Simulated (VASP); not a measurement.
Here is the system:

```xyz
3
Lattice="0.0000 2.8600 2.8600 2.8600 0.0000 2.8600 2.8600 2.8600 0.0000" Properties=species:S:1:pos:R:3 pbc="T T T"
Li     1.4300     1.4300     1.4300
Li     4.2900     4.2900     4.2900
S      0.0000     0.0000     0.0000
```

All values below come from PBE GGA with D3 dispersion (zero damping), VASP's PBE PAW potentials (set 64) (plane waves; VASP). Run with 520 eV cut-off, 7×7×7 Γ-centred mesh, Gaussian smearing of 0.050 eV, potentials Li_sv S.

Q: Estimate the energy per atom (σ→0), pressure.

A: 
```json
{
  "energy per atom (σ→0)": "-4.178 eV/atom",
  "pressure": "-2.68 GPa"
}
```

Only differences to runs with the same potentials and settings are physical.

The compound is Li2S in the antifluorite structure. The cell was not relaxed at this level. The run is one of a series of settings (IVDW = 11 against the base run), some of them coarse on purpose.
